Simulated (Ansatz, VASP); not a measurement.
# K2Pt in two plane-wave programs

Wanted: the spread between two codes on one cell, functional and k mesh. The cell is taken from a series of runs on this material, whose earlier steps may have relaxed, scaled, displaced or heated it; both programs get it as it stands.

Calculated with Ansatz 0.2.0; plane waves, with VASP 6.6.1 beside it; relaxation of cell and atoms at PBEsol.

### 1. The starting structure

The structure is cubic, space group Fm-3m (No. 225). The conventional cell has a = 7.473 Å, b = 7.473 Å, c = 7.473 Å, α = 90.00°, β = 90.00°, γ = 90.00°. Nearest to K lie 4 Pt at 3.24 Å. Nearest to Pt lie 8 K at 3.24 Å. Farther neighbours are not listed.

### 2. Ansatz: relaxation of cell and atoms, PBEsol

Ansatz runs on its default PAW (the set named soft_2) files.

The relaxed volume is the usual yardstick between codes: in a stiff, nearly cubic crystal its relative difference is about their pressure difference at one cell divided by the bulk modulus.

Contents of input.yaml:

```yaml
crystal:
  lattice:
    - [0.0, 3.7367130728, 3.7367130728]
    - [3.7367130728, 0.0, 3.7367130728]
    - [3.7367130728, 3.7367130728, 0.0]
  atoms:
    - { symbol: K, position: [0.75, 0.75, 0.75] }
    - { symbol: K, position: [0.25, 0.25, 0.25] }
    - { symbol: Pt, position: [0.0, 0.0, 0.0] }
kpoints:
  mp_grid: { grid: [6, 6, 6] }
hamiltonian:
  xc: pbesol
scf:
  occupations: { method: fixed }
output:
  forces: true
  stress: true
  eigenvalues: true
relax:
  adjacent_minimum: "off"
  f_tol: 0.001
  max_steps: 60
  cell: { stress_tol: 0.01 }
```

Command:

```
$ ansatz run input.yaml --threads 4 --pin off --max-ram 8192MiB --backend cpu --events-out ev --progress --plain --runs-dir out
```

Numbers of over 12 decimals in the logs are rounded to 6 here.

Log:

```text
Engine: ansatz 0.2.0, aarch64-unknown-linux-gnu
Pseudopotentials: kind: paw
Pseudopotential: K, paw, valence charge 9, recommended cutoff 420 eV (normal), K.paw.azcp
Pseudopotential: Pt, paw, valence charge 18, recommended cutoff 420 eV (normal), Pt.paw.azcp
Functional definition: PBEsol
  exchange = pbesol_x
  correlation = pbesol_c
Crystal: 3 atoms, lattice volume = 104.352 Å³
Basis set: ecut = 420 eV, 2085 PW (Γ), exchange–correlation on 72×72×72 points (8 copies of the dense FFT grid, shifted against one another)
Bands: 22, of which v1, the nominal top of the filled ones, is band 18 counted from 1 (17 counted from 0)
Symmetry: 48 space group operations
Space group: Fm-3m (ITA 225), of the structure as read, at distance tolerance 4.7e-5 Å
k-points: 16 of 216
Non-local potential: K, projectors of the file, l = 0: 3, l = 1: 2, l = 2: 2
Non-local potential: Pt, projectors of the file, l = 0: 3, l = 1: 2, l = 2: 2, l = 3: 1
PAW form: soft (Blöchl's): semilocal exchange-correlation on the pseudo side does not see the compensation charge
PAW frozen core: K, regenerated for the run's functional, and the local potential with it (the file was generated under x = pbe(κ = 0.804, μ = 0.219515), c = pbe(β = 0.066725))
PAW frozen core: Pt, regenerated for the run's functional, and the local potential with it (the file was generated under x = pbe(κ = 0.804, μ = 0.219515), c = pbe(β = 0.066725))
PAW one-centre angular grid: K, 110 points (default); XC on 64 Gauss nodes
PAW one-centre angular grid: Pt, 590 points (default); XC on 64 Gauss nodes
Initial density: superposition of atomic densities (neutral atoms: chi_scale 0, normalization atom), corrected by the library's trained network
Initial wavefunctions: pseudopotential atomic-orbital guess
Functional: x = pbesol(κ = 0.804, μ = 0.123457), c = pbesol(β = 0.046)
SCF iter   1: F=—  HF=-15415.424660 eV  |F-HF|=—  |Δ(HF+E_count)|=         —  Δρ=2.81e-3  dr2=1.08e-2  ethr=1.77e-3  ⟨swp⟩=4.8  Hψ=1401  notcnv=0  defer=24
preconditioner: auto → none  [insulator: Δε(μ)=1.446 eV  Ē_g=10.381 eV  n_scr=14 (ndim 8)  ℏωp=17.8 eV  f_vac=0.147  ε∞_Penn≈3.9]
SCF iter   2: F=—  HF=-15415.426958 eV  |F-HF|=—  |Δ(HF+E_count)|=   2.30e-3  Δρ=3.01e-3  dr2=1.58e-2  ethr=3.01e-5  ⟨swp⟩=3.8  Hψ=816  notcnv=0  defer=25
SCF iter   3: F=—  HF=-15415.424339 eV  |F-HF|=—  |Δ(HF+E_count)|=   2.62e-3  Δρ=7.56e-4  dr2=6.94e-4  ethr=3.01e-5  ⟨swp⟩=2.0  Hψ=485  notcnv=0  defer=26
SCF iter   4: F=—  HF=-15415.424524 eV  |F-HF|=—  |Δ(HF+E_count)|=   1.86e-4  Δρ=1.88e-4  dr2=3.99e-5  ethr=1.93e-6  ⟨swp⟩=2.0  Hψ=486  notcnv=0  defer=26
SCF iter   5: F=—  HF=-15415.424561 eV  |F-HF|=—  |Δ(HF+E_count)|=   3.65e-5  Δρ=1.93e-5  dr2=4.93e-7  ethr=1.11e-7  ⟨swp⟩=2.0  Hψ=450  notcnv=0  defer=5
SCF iter   6: F=-15415.424562 eV  HF=-15415.424562 eV  |F-HF|=6.83e-9  |Δ(HF+E_count)|=   5.67e-7  Δρ=3.15e-6  dr2=1.31e-8  ethr=2.78e-10  ⟨swp⟩=7.6  Hψ=1740  notcnv=0
SCF 1 converged in 6 iterations: F = -15415.424562 eV  dr2 = 1.31e-8
  greatest PAW one-centre occupation: 1.000 electrons in one spin orbital (limit 2), on the Pt atom at site 2 (counted from 0), in its partial waves of l = 0
relax step   1: F+E_penalty+E_count = -15415.42456153 eV  Δ(F+E_penalty+E_count) = +0.000e0 eV  max|allowed force component| = 6.168e-18 eV/Å  Δτ_max = 0.0000 Å  P = +0.021 GPa  Ω = 104.352 Å³  (6 SCF iters, dr2 threshold 1.00e-7 eV, accepted)
[...]
relax step   2: F+E_penalty+E_count = -15415.42456519 eV  Δ(F+E_penalty+E_count) = -3.658e-6 eV  max|allowed force component| = 5.166e-17 eV/Å  Δτ_max = 0.0000 Å  P = +0.011 GPa  Ω = 104.416 Å³  energy of the carried Pulay correction = -2.782e-6 eV  (4 SCF iters, dr2 threshold 1.12e-9 eV, accepted)
[...]
relax step   3: F+E_penalty+E_count = -15415.42456457 eV  Δ(F+E_penalty+E_count) = +6.193e-7 eV  max|allowed force component| = 7.209e-17 eV/Å  Δτ_max = 0.0000 Å  P = +0.000 GPa  Ω = 104.483 Å³  energy of the carried Pulay correction = -5.658e-6 eV  (5 SCF iters, dr2 threshold 2.90e-10 eV, accepted)
[...]
relax step   4: F+E_penalty+E_count = -15415.42457143 eV  Δ(F+E_penalty+E_count) = -6.863e-6 eV  max|allowed force component| = 6.746e-17 eV/Å  Δτ_max = 0.0000 Å  P = -0.000 GPa  Ω = 104.483 Å³  stress off target by 5.34e-5 GPa  SCF on the basis re-selected at this cell (its energy is not comparable with the rows above)  (6 SCF iters)
basis re-selected at this cell: Δ(F+E_penalty+E_count) = -6.863e-6 eV, ΔP = -0.000 GPa vs the last step (what re-selecting the basis moved, of the pressure what is left beyond the Pulay correction that the steps carried, after the strain that the cell walked since its last selection, with what the two solves' SCF thresholds leave and, on support functions, any second-order correction that the steps lacked; it is no m [...]
SCF converged after 6 iterations
Free energy (F): -15415.424571 eV
Harris-Foulkes:  -15415.424571 eV  (|F-HF|=7.28e-12)
Internal energy: -15415.424571 eV  (E = F + TS)
E sigma→0 (E₀):  -15415.424571 eV
Fermi energy:    4.747602 eV
--- Per-component energies (eV) ---
  E_band       = -594.125466
  E_kinetic    = 1152.013589
  E_local      = -4236.270276  (includes V_loc(G=0)·N_el)
  E_nonlocal   = 233.448025
  E_hartree    = 1620.005711
  E_xc         = -526.695452
  E_vxc        = -628.854588  (∫ρ·V_xc dr)
  E_paw        = -10842.239741  (= ΣΔE_a)
  E_vpaw       = -354.473828  (= ΣTr[D̂ρ^β])
  E_aug_tail   = 0.000182  (compensation charges beyond the density's cutoff)
  E_ewald      = -2816.189361
  E_core_change = 0.502752  (= ΣΔE_core)
  E_smearing   = -0.000000  (= −TS)
  E_closure    = 0.000000  (closes the sum)
  Σ components = -15415.424571   (vs F -15415.424571, Δ=0.00e0)
--- Forces (eV/Å), atoms counted from 1 ---
  atom   1  K      0.00000000     0.00000000     0.00000000
  atom   2  K     -0.00000000    -0.00000000    -0.00000000
  atom   3  Pt    -0.00000000     0.00000000     0.00000000
  max |Σ_I F_I| component: 9.25e-18 eV/Å
--- Stress (GPa, compression-positive) ---
       -0.000053       0.000000       0.000000
        0.000000      -0.000053       0.000000
        0.000000       0.000000      -0.000053
  P = ⅓ Tr σ = -0.0001 GPa (-0.001 kbar)
--- Band table (eV; the first three rows and the last of 16) ---
  k-point 0: bands = [... 14 lower, 4.5372, 4.6977, 4.6977, 4.6977, 8.3003, 8.3003, 8.3003, 10.4351]
  k-point 1: bands = [... 14 lower, 4.5513, 4.6600, 4.6924, 4.6924, 7.6023, 8.4574, 8.4574, 10.7292]
  k-point 2: bands = [... 14 lower, 4.5797, 4.6039, 4.6831, 4.6831, 6.6515, 8.8038, 8.8038, 10.8085]
  k-point 15: bands = [... 14 lower, 4.4518, 4.5854, 4.6947, 4.7029, 6.9029, 8.0991, 8.1247, 9.7346]
--- Relaxed structure (3 steps of the walk, 3 accepted, 1 SCFs on fresh bases) ---
  F+E_penalty+E_count = -15415.42457143 eV   max|allowed force component| = 6.746e-17 eV/Å   (the final SCF, on the basis selected at the relaxed cell)
  cell:  # Å, volume = 104.4829 Å³
    - [0, 3.738280, 3.738280]
    - [3.738280, 0, 3.738280]
    - [3.738280, 3.738280, 0]
  atoms:
    - { symbol: K, position: [0.750000, 0.750000, 0.750000] }
    - { symbol: K, position: [0.250000, 0.250000, 0.250000] }
    - { symbol: Pt, position: [0, 0, 0] }
```

The column dr2 measures how far the density is from self-consistency, as an energy; F and HF (Harris–Foulkes) agree once it is small.

### 3. VASP: relaxation of cell and atoms, PBEsol

The same cell, functional and mesh now go to VASP, with its own data sets.

Lines of VASP's logs that name or quote its potential files are left out, and so is its time.

Contents of INCAR:

```
SYSTEM = K2Pt
PREC = Accurate
ENCUT = 500
EDIFF = 1E-07
NELM = 120
ISMEAR = 0
SIGMA = 0.01
LREAL = .FALSE.
ALGO = Normal
GGA = PS
NBANDS = 20
LASPH = .TRUE.
LORBIT = 11
LWAVE = .FALSE.
LCHARG = .FALSE.
ISIF = 3
IBRION = 2
NSW = 80
EDIFFG = -0.005
GGA_COMPAT = .FALSE.
NELMIN = 4
EFERMI = MIDGAP
```

Contents of POSCAR:

```
K2Pt
1.0
    0.0000000000      3.7367130000      3.7367130000
    3.7367130000      0.0000000000      3.7367130000
    3.7367130000      3.7367130000      0.0000000000
K Pt
2 1
Direct
    0.7500000669      0.7500000669      0.7500000669
    0.2500000669      0.2500000669      0.2500000669
    0.0000000000      0.0000000000      0.0000000000
```

Contents of KPOINTS:

```
Automatic mesh
0
Gamma
6 6 6
0 0 0
```

Potentials, in the order of the species: K_sv and Pt (PBE family, release 64).

Command:

```
$ mpirun -np 1 vasp_std
```

Log:

```text
[banner, memory and clock lines left out]
running    1 mpi-ranks, on    1 nodes
 distrk:  each k-point on    1 cores,    1 groups
 distr:  one band on    1 cores,    1 groups

 POSCAR found type information on POSCAR K Pt
 POSCAR found :  2 types and       3 ions
|                                                                             |
|               ----> ADVICE to this user running VASP <----                  |
|                                                                             |
|     You enforced a specific xc type in the INCAR file but a different       |
|     [... a line on the potential file left out ...]
|     I HOPE YOU KNOW WHAT YOU ARE DOING!                                     |
|                                                                             |

 LDA part: xc-table for (Slater+PW92), standard interpolation
 POSCAR, INCAR and KPOINTS ok, starting setup
 FFT: planning ... GRIDC
 FFT: planning ... GRID_SOFT
 FFT: planning ... GRID
 WAVECAR not read
 entering main loop
       N       E                     dE             d eps       ncg     rms          rms(c)
DAV:   1     0.176999846218E+03    0.17700E+03   -0.12443E+04   648   0.118E+03
DAV:   2     0.201884630920E+01   -0.17498E+03   -0.16843E+03   780   0.325E+02
DAV:   3    -0.889819706393E+01   -0.10917E+02   -0.10857E+02  1028   0.627E+01
DAV:   4    -0.937661658760E+01   -0.47842E+00   -0.47791E+00   936   0.106E+01
DAV:   5    -0.938969637587E+01   -0.13080E-01   -0.13080E-01   912   0.135E+00    0.576E+00
DAV:   6    -0.886047013467E+01    0.52923E+00   -0.21832E+00   696   0.611E+00    0.553E+00
DAV:   7    -0.879968494447E+01    0.60785E-01   -0.23968E-01  1112   0.247E+00    0.323E+00
DAV:   8    -0.877149120691E+01    0.28194E-01   -0.85944E-02   700   0.174E+00    0.448E-01
DAV:   9    -0.877406090063E+01   -0.25697E-02   -0.76524E-03   932   0.434E-01    0.185E-01
DAV:  10    -0.877496292269E+01   -0.90202E-03   -0.92077E-04   692   0.164E-01    0.764E-02
DAV:  11    -0.877552646734E+01   -0.56354E-03   -0.91656E-04   768   0.132E-01    0.262E-02
DAV:  12    -0.877554717509E+01   -0.20708E-04   -0.14025E-04   888   0.481E-02    0.136E-02
DAV:  13    -0.877554915490E+01   -0.19798E-05   -0.51736E-05   740   0.297E-02    0.755E-03
DAV:  14    -0.877554812341E+01    0.10315E-05   -0.52718E-06   672   0.947E-03    0.196E-03
DAV:  15    -0.877554815344E+01   -0.30029E-07   -0.25136E-07   624   0.235E-03
   1 F= -.87755482E+01 E0= -.87755482E+01  d E =-.877555E+01
 curvature:   0.00 expect dE= 0.000E+00 dE for cont linesearch  0.000E+00
 trial: gam= 0.00000 g(F)=  0.196E-41 g(S)=  0.836E-04 ort = 0.000E+00 (trialstep = 0.100E+01)
 search vector abs. value=  0.836E-04
 bond charge predicted
       N       E                     dE             d eps       ncg     rms          rms(c)
DAV:   1    -0.877677398125E+01   -0.12259E-02   -0.23101E-02   660   0.129E+00    0.211E-01
DAV:   2    -0.877581762617E+01    0.95636E-03   -0.72588E-03   808   0.501E-01    0.946E-02
DAV:   3    -0.877564177317E+01    0.17585E-03   -0.63777E-04   968   0.148E-01    0.503E-02
DAV:   4    -0.877560913275E+01    0.32640E-04   -0.12969E-04  1140   0.675E-02    0.433E-02
DAV:   5    -0.877561114456E+01   -0.20118E-05   -0.14765E-05  1076   0.184E-02    0.987E-03
DAV:   6    -0.877560992107E+01    0.12235E-05   -0.10334E-05  1168   0.156E-02    0.267E-03
DAV:   7    -0.877560947155E+01    0.44953E-06   -0.53974E-07   724   0.320E-03    0.873E-04
DAV:   8    -0.877560932543E+01    0.14612E-06   -0.43179E-08   416   0.136E-03    0.236E-04
DAV:   9    -0.877560933961E+01   -0.14177E-07   -0.65191E-09   384   0.667E-04
   2 F= -.87756093E+01 E0= -.87756093E+01  d E =-.611862E-04
 trial-energy change:   -0.000061  1 .order   -0.000061   -0.000084   -0.000039
 step:   1.8560(harm=  1.8560)  dis= 0.00000  next Energy=    -8.775626 (dE=-0.776E-04)
 bond charge predicted
       N       E                     dE             d eps       ncg     rms          rms(c)
DAV:   1    -0.877647954237E+01   -0.87022E-03   -0.16919E-02   644   0.110E+00    0.180E-01
DAV:   2    -0.877577982368E+01    0.69972E-03   -0.53313E-03   788   0.429E-01    0.810E-02
DAV:   3    -0.877565073662E+01    0.12909E-03   -0.46955E-04   956   0.127E-01    0.429E-02
DAV:   4    -0.877562672273E+01    0.24014E-04   -0.95136E-05  1132   0.578E-02    0.370E-02
DAV:   5    -0.877562780748E+01   -0.10848E-05   -0.10873E-05  1072   0.159E-02    0.840E-03
DAV:   6    -0.877562668943E+01    0.11181E-05   -0.76033E-06  1180   0.134E-02    0.231E-03
DAV:   7    -0.877562628730E+01    0.40213E-06   -0.38510E-07   700   0.275E-03    0.732E-04
DAV:   8    -0.877562616638E+01    0.12091E-06   -0.31329E-08   400   0.117E-03    0.207E-04
DAV:   9    -0.877562617959E+01   -0.13207E-07   -0.48843E-09   372   0.579E-04
   3 F= -.87756262E+01 E0= -.87756262E+01  d E =-.780262E-04
 curvature:  -0.93 expect dE=-0.151E-08 dE for cont linesearch -0.151E-08
 trial: gam=-0.00439 g(F)=  0.297E-40 g(S)=  0.162E-08 ort = 0.368E-06 (trialstep = 0.117E+01)
 search vector abs. value=  0.100E-09
 reached required accuracy - stopping structural energy minimisation
```

Parts of OUTCAR (step 3):

```text
ion  position               nearest neighbor table
   1  0.750  0.750  0.750-   3 3.24   3 3.24   3 3.24   3 3.24   2 3.74   2 3.74   2 3.74   2 3.74
                             2 3.74   2 3.74
   2  0.250  0.250  0.250-   3 3.24   3 3.24   3 3.24   3 3.24   1 3.74   1 3.74   1 3.74   1 3.74
                             1 3.74   1 3.74
   3  0.000  0.000  0.000-   1 3.24   2 3.24   2 3.24   2 3.24   1 3.24   1 3.24   1 3.24   2 3.24

  LATTYP: Found a face centered cubic cell.
 ALAT       =     7.4734260000

 Subroutine GETGRP returns: Found 48 space group operations
 (whereof 48 operations were pure point group operations)

The static configuration has the point symmetry O_h .

 Found     16 irreducible k-points:

   k-points           NKPTS =     16   k-points in BZ     NKDIM =     16   number of bands    NBANDS=     20

   dimension x,y,z NGX =    40 NGY =   40 NGZ =   40
   dimension x,y,z NGXF=    80 NGYF=   80 NGZF=   80

   ENCUT  =  500.0 eV  36.75 Ry    6.06 a.u.   9.63  9.63  9.63*2*pi/ulx,y,z

   NELECT =      28.0000    total number of electrons

 k-points in reciprocal lattice and weights: Automatic mesh
   0.00000000  0.00000000  0.00000000       0.005
   0.16666667  0.00000000  0.00000000       0.037
   0.33333333  0.00000000  0.00000000       0.037
   0.50000000  0.00000000  0.00000000       0.019
   0.16666667  0.16666667  0.00000000       0.028
   0.33333333  0.16666667  0.00000000       0.111
   0.50000000  0.16666667  0.00000000       0.111
  -0.33333333  0.16666667  0.00000000       0.111
  -0.16666667  0.16666667  0.00000000       0.056
[...]
-0.33333333  0.33333333  0.16666667       0.111
  -0.33333333  0.50000000  0.16666667       0.056

 average (electrostatic) potential at core
       1 -36.2973       2 -36.2973       3 -70.2249

 E-fermi :   1.0447

 k-point     1 :       0.0000    0.0000    0.0000
  band No.  band energies     occupation
    ...
     10       0.1407      2.00000
     11       0.1407      2.00000
     12       0.2995      2.00000
     13       0.2995      2.00000
     14       0.2995      2.00000
     15       3.8899      0.00000
     16       3.8899      0.00000
     17       3.8899      0.00000
     18       6.0189      0.00000
     19       6.3335      0.00000
    ...

 k-point     2 :       0.1667    0.0000    0.0000
  band No.  band energies     occupation
    ...
     10       0.1547      2.00000
     11       0.1547      2.00000
     12       0.2622      2.00000
     13       0.2945      2.00000
     14       0.2945      2.00000
     15       3.1915      0.00000
     16       4.0467      0.00000
     17       4.0467      0.00000
     18       6.3211      0.00000
     19       6.3211      0.00000
    ...

 k-point     3 :       0.3333    0.0000    0.0000
  band No.  band energies     occupation
    ...
     10       0.1827      2.00000
     11       0.1827      2.00000
     12       0.2065      2.00000
     13       0.2858      2.00000
     14       0.2858      2.00000
     15       2.2407      0.00000
     16       4.3920      0.00000
     17       4.3920      0.00000
     18       6.4002      0.00000
     19       6.4002      0.00000
    ...

  Total        0.0001834      0.0001834      0.0001834     -0.0000000      0.0000000     -0.0000000
  in kB        0.0028057      0.0028057      0.0028057     -0.0000000      0.0000000     -0.0000000
  external PRESSURE =       0.0028057 kB  Pullay stress =       0.0000000 kB

  energy-cutoff  :      500.00
  volume of cell :      104.74
      direct lattice vectors                 reciprocal lattice vectors
    -0.000000000  3.741355789  3.741355789    -0.133641393  0.133641393  0.133641393
     3.741355789  0.000000000  3.741355789     0.133641393 -0.133641393  0.133641393
     3.741355789  3.741355789  0.000000000     0.133641393  0.133641393 -0.133641393

 POSITION                                       TOTAL-FORCE (eV/Angst)
 -----------------------------------------------------------------------------------
      5.61203      5.61203      5.61203         0.000000      0.000000      0.000000
      1.87068      1.87068      1.87068        -0.000000     -0.000000     -0.000000
      0.00000      0.00000      0.00000         0.000000     -0.000000      0.000000
 -----------------------------------------------------------------------------------
    total drift:                               -0.000702     -0.000702     -0.000702

  FREE ENERGIE OF THE ION-ELECTRON SYSTEM (eV)
  ---------------------------------------------------
  free  energy   TOTEN  =        -8.7756261796 eV

  energy  without entropy=       -8.7756261796  energy(sigma->0) =       -8.77562618

 reached required accuracy - stopping structural energy minimisation

 total charge
# of ion       s       p       d       tot
------------------------------------------
    1        1.970   5.552   0.048   7.570
    2        1.970   5.552   0.048   7.570
    3        0.819   0.012   8.374   9.205
--------------------------------------------------
tot          4.758  11.117   8.470  24.345

[... 3 further parts left out ...]
```

CONTCAR:

```
K2Pt
   1.00000000000000
    -0.0000000000000000    3.7413557894363247    3.7413557894363247
     3.7413557894363247    0.0000000000000000    3.7413557894363247
     3.7413557894363247    3.7413557894363247    0.0000000000000000
  K               Pt
     2     1
Direct
     0.7500000669000002    0.7500000669000002    0.7500000669000002
     0.2500000669000002    0.2500000669000002    0.2500000669000002
     0.0000000000000000    0.0000000000000000    0.0000000000000000
```

### 4. Side by side

Known differences besides the potentials themselves: fixed occupations in Ansatz, narrow Gaussian smearing in VASP; the data sets hold 36 valence electrons in Ansatz (on its default PAW (the set named soft_2) files) and 28 in VASP; the cutoff is 420 eV in Ansatz and 500 eV in VASP; Ansatz makes its cores anew for this functional, VASP keeps those of its PBE data sets; Ansatz adds a Pulay correction to the stress that steers its cell, VASP none. Total energies have different zeros and are not compared.

The two programs side by side:

```csv
quantity,Ansatz,VASP,difference
volume (Å³),104.48,104.74,-0.25 %
"edge a after relaxation, in the typed setting (Å)",5.287,5.291,-0.08 %
```

### 5. Outcome

```
difference in volume (relaxation of cell and atoms, PBEsol) : -0.25 %
```

**Reading.** The difference in volume is -0.25 % (relaxation of cell and atoms, PBEsol), within the 1.2 % picked in this series as the mark of a large difference, as far as the stopping tolerances let one tell. The data sets hold unlike numbers of valence electrons (36 in Ansatz and 28 in VASP), so part of the differences comes from the potentials. Such differences can come from data sets, numerical settings and the points named under the comparisons, not from the functional's error against experiment.

[Lines on the potential files, build, host, timing and source positions are cut from VASP's logs without a mark.]

[Logs are printed without paths, hosts, clocks, repeated set-up lines and the standing remarks that a program may print on its own settings, such as how far it seeks lower states.]

[Hosts, paths, dates, database ids (printed as entryN), source tags and the programs' standing remarks are cut or masked in the printed files.]
